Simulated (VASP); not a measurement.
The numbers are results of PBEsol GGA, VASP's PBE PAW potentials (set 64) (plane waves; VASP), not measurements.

A VASP calculation is set up with these files.

### POSCAR
```
KZnF3
1
    3.8371167109     0.0000000000    -0.0000000000
   -0.0000000000     3.8371167109    -0.0000000000
    0.0000000000     0.0000000000     3.8371167109
K Zn F
1 1 3
Direct
  0.0000000000   0.0000000000   0.0000000000
  0.5000000000   0.5000000000   0.5000000000
  0.5000000000   0.0000000000   0.5000000000
  0.0000000000   0.5000000000   0.5000000000
  0.5000000000   0.5000000000   0.0000000000
```

KPOINTS:
```
Regular mesh
0
G
 6 6 6
0 0 0
```

**INCAR**
```
SYSTEM = KZnF3
PREC = Accurate; ENCUT = 620; LREAL = .FALSE.
LASPH = .TRUE.
EDIFF = 1E-6; NELM = 100; ALGO = Normal
LMAXMIX = 4
ISMEAR = 0; SIGMA = 0.05
GGA = PS
IBRION = 2; NSW = 40; ISIF = 3
EDIFFG = -0.02; PSTRESS = 200
LWAVE = .FALSE.; LCHARG = .FALSE.
```

POTCAR, in this order: K_sv Zn F (PBE.64 set). Program: vasp_std.

What VASP printed:

File OUTCAR:
```
 ion  position               nearest neighbor table
   1  0.000  0.000  0.000-   3 2.71   4 2.71   5 2.71   3 2.71   4 2.71   4 2.71   5 2.71   4 2.71
                             3 2.71   5 2.71   3 2.71   5 2.71   2 3.32   2 3.32   2 3.32   2 3.32
   2  0.500  0.500  0.500-   3 1.92   4 1.92   5 1.92   5 1.92   3 1.92   4 1.92   1 3.32   1 3.32
                             1 3.32   1 3.32   1 3.32   1 3.32   1 3.32   1 3.32
   3  0.500  0.000  0.500-   2 1.92   2 1.92   1 2.71   1 2.71   1 2.71   1 2.71
   4  0.000  0.500  0.500-   2 1.92   2 1.92   1 2.71   1 2.71   1 2.71   1 2.71
   5  0.500  0.500  0.000-   2 1.92   2 1.92   1 2.71   1 2.71   1 2.71   1 2.71
  LATTYP: Found a simple cubic cell.
 ALAT       =     3.8371167109
 Subroutine PRICEL returns:
 Original cell was already a primitive cell.
 Subroutine GETGRP returns: Found 48 space group operations
The static configuration has the point symmetry O_h .
The dynamic configuration has the point symmetry O_h .
 Subroutine INISYM returns: Found 48 space group operations
 Subroutine IBZKPT returns following result:
 Found     20 irreducible k-points:

 Following reciprocal coordinates:
            Coordinates               Weight
  0.000000  0.000000  0.000000      1.000000
  0.166667  0.000000  0.000000      6.000000
  0.333333  0.000000  0.000000      6.000000
  0.500000  0.000000  0.000000      3.000000
...
```

**OSZICAR**
```
       N       E                     dE             d eps       ncg     rms          rms(c)
DAV:   1     0.503781966166E+03    0.50378E+03   -0.25450E+04  1000   0.238E+03
DAV:   2     0.165521902834E+02   -0.48723E+03   -0.47599E+03  1152   0.557E+02
DAV:   3    -0.216095386842E+02   -0.38162E+02   -0.37998E+02  1228   0.167E+02
DAV:   4    -0.225000415148E+02   -0.89050E+00   -0.88952E+00  1532   0.227E+01
DAV:   5    -0.225126768725E+02   -0.12635E-01   -0.12633E-01  1368   0.227E+00    0.154E+01
DAV:   6    -0.207490761603E+02    0.17636E+01   -0.62973E+00  1482   0.368E+01    0.105E+01
DAV:   7    -0.207884041447E+02   -0.39328E-01   -0.12164E+00  1061   0.810E+00    0.610E+00
DAV:   8    -0.207978906679E+02   -0.94865E-02   -0.44110E-01  1335   0.152E+01    0.140E+00
DAV:   9    -0.207792527480E+02    0.18638E-01   -0.54791E-02  1535   0.589E+00    0.783E-01
DAV:  10    -0.207722351504E+02    0.70176E-02   -0.11098E-01  1482   0.897E+00    0.357E-01
DAV:  11    -0.207713876842E+02    0.84747E-03   -0.18837E-02  1470   0.209E+00    0.122E-01
DAV:  12    -0.207715786580E+02   -0.19097E-03   -0.95333E-04  1128   0.350E-01    0.137E-01
DAV:  13    -0.207715385585E+02    0.40100E-04   -0.24899E-03  1434   0.672E-01    0.104E-01
DAV:  14    -0.207714079635E+02    0.13059E-03   -0.31882E-04  1461   0.293E-01    0.512E-02
DAV:  15    -0.207713958485E+02    0.12115E-04   -0.21753E-05  1448   0.130E-01    0.445E-02
DAV:  16    -0.207713685198E+02    0.27329E-04   -0.48591E-05  1372   0.110E-01    0.208E-02
DAV:  17    -0.207713641732E+02    0.43465E-05   -0.93922E-06  1406   0.404E-02    0.108E-02
DAV:  18    -0.207713631881E+02    0.98512E-06   -0.12587E-06   646   0.311E-02
   1 F= -.13719004E+02 E0= -.13719004E+02  d E =-.137190E+02
```

File OUTCAR:
```
------------------------ aborting loop because EDIFF is reached ----------------------------------------
  FORCE on cell =-STRESS in cart. coord.  units (eV):
  Direction    XX          YY          ZZ          XY          YZ          ZX
  --------------------------------------------------------------------------------------
  Total        7.1199146      7.1199146      7.1199146      0.0000000      0.0000000      0.0000000
  in kB      201.9158178    201.9158178    201.9158178      0.0000000      0.0000000      0.0000000
  external PRESSURE =       1.9158178 kB  Pullay stress =     200.0000000 kB
  volume of cell :       56.50
      direct lattice vectors                 reciprocal lattice vectors
     3.837116711  0.000000000  0.000000000     0.260612349  0.000000000  0.000000000
     0.000000000  3.837116711  0.000000000     0.000000000  0.260612349  0.000000000
     0.000000000  0.000000000  3.837116711     0.000000000  0.000000000  0.260612349
 POSITION                                       TOTAL-FORCE (eV/Angst)
 -----------------------------------------------------------------------------------
      0.00000      0.00000      0.00000         0.000000      0.000000      0.000000
      1.91856      1.91856      1.91856         0.000000      0.000000      0.000000
      1.91856      0.00000      1.91856         0.000000      0.000000      0.000000
      0.00000      1.91856      1.91856         0.000000      0.000000      0.000000
      1.91856      1.91856      0.00000         0.000000      0.000000      0.000000
 -----------------------------------------------------------------------------------
    total drift:                                0.000000     -0.000000     -0.000000
  FREE ENERGIE OF THE ION-ELECTRON SYSTEM (eV)
  ---------------------------------------------------
  free  energy   TOTEN  =       -20.7713631881 eV

  energy  without entropy=      -20.7713631881  energy(sigma->0) =      -20.77136319
  enthalpy is  TOTEN    =       -13.7190037264 eV   P V=        7.0523594617

 reached required accuracy - stopping structural energy minimisation
```
(Selected blocks of OUTCAR.)

### OUTCAR
```
 val. band max:        0.9775902291   @ k =   0.5000   0.5000   0.5000

 cond. band min:       5.0463203124   @ k =   0.0000   0.0000   0.0000


 Fermi energy:         1.2172150957

 k-point     1 :       0.0000    0.0000    0.0000
  band No.  band energies     occupation
      1     -26.6566      2.00000
      2     -22.0574      2.00000
      3     -21.1779      2.00000
      4     -21.1779      2.00000
      5     -10.2459      2.00000
      6     -10.2459      2.00000
      7     -10.2459      2.00000
      8      -4.6883      2.00000
      9      -4.6883      2.00000
     10      -4.6883      2.00000
     11      -2.8825      2.00000
     12      -2.8825      2.00000
     13      -2.8825      2.00000
     14      -2.3197      2.00000
     15      -2.3197      2.00000
     16      -2.2801      2.00000
     17      -2.2801      2.00000
     18      -2.2801      2.00000
     19      -1.9157      2.00000
     20      -1.9157      2.00000
     21      -1.9157      2.00000
     22       5.0463      0.00000
     23       8.7024      0.00000
     24       8.7024      0.00000
     25      10.5866      0.00000

 k-point     2 :       0.1667    0.0000    0.0000
  band No.  band energies     occupation
      1     -26.6407      2.00000
      2     -22.0214      2.00000
      3     -21.2208      2.00000
      4     -21.1747      2.00000
      5     -10.2273      2.00000
      6     -10.2208      2.00000
      7     -10.2208      2.00000
      8      -5.1066      2.00000
      9      -4.6741      2.00000
     10      -4.6741      2.00000
     11      -3.1934      2.00000
     12      -3.1934      2.00000
     13      -2.8803      2.00000
     14      -2.6638      2.00000
     15      -2.3631      2.00000
     16      -2.3194      2.00000
     17      -2.1584      2.00000
     18      -2.1584      2.00000
     19      -1.7935      2.00000
     20      -1.7935      2.00000
     21      -1.4459      2.00000
     22       5.6406      0.00000
     23       8.9873      0.00000
...
```

The compound is KZnF3 in the cubic perovskite structure. It was relaxed first under an external pressure of 20 GPa.
